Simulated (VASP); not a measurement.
Input:

```xyz
6
Lattice="1.5816 -2.7394 0.0000 1.5816 2.7394 0.0000 0.0000 0.0000 14.5188" Properties=species:S:1:pos:R:3 pbc="T T T"
W      1.5816     0.9131     3.6297
W      1.5816    -0.9131    10.8891
S      1.5816     0.9131    12.4441
S      1.5816    -0.9131     5.1847
S      1.5816    -0.9131     2.0747
S      1.5816     0.9131     9.3341
```

Computed with PW91 GGA, VASP's PBE PAW potentials (set 64) (plane waves; VASP). Settings: 520 eV cut-off, 8×8×2 Γ-centred mesh, Gaussian smearing of 0.050 eV, potentials W_sv S.

Without a dispersion term in the relaxation, distances and binding between the weakly bound layers, chains or molecules are unreliable, and so is what depends on them.

Question: The ions and cell shape at fixed volume are relaxed. Give the cell that the relaxation ends in.

Answer: 
```xyz
6
Lattice="1.5971 -2.7663 0.0000 1.5971 2.7663 0.0000 0.0000 0.0000 14.2371" Properties=species:S:1:pos:R:3 pbc="T T T"
W      1.5971     0.9221     3.5593
W      1.5971    -0.9221    10.6778
S      1.5971     0.9221    12.2496
S      1.5971    -0.9221     5.1310
S      1.5971    -0.9221     1.9876
S      1.5971     0.9221     9.1061
```
Space group P6_3/mmc (194), at a tolerance of 0.03 Å.

Question: How much energy does the relaxation gain?

Answer: The energy (σ→0) changes by -8.3 meV/atom, in 8 ionic steps.

The compound is WS2 in the 2H layered structure. This cell is one point of a volume scan, at 0.97 of the reference volume. Symmetry was kept, so distortions that lower it aren't found.
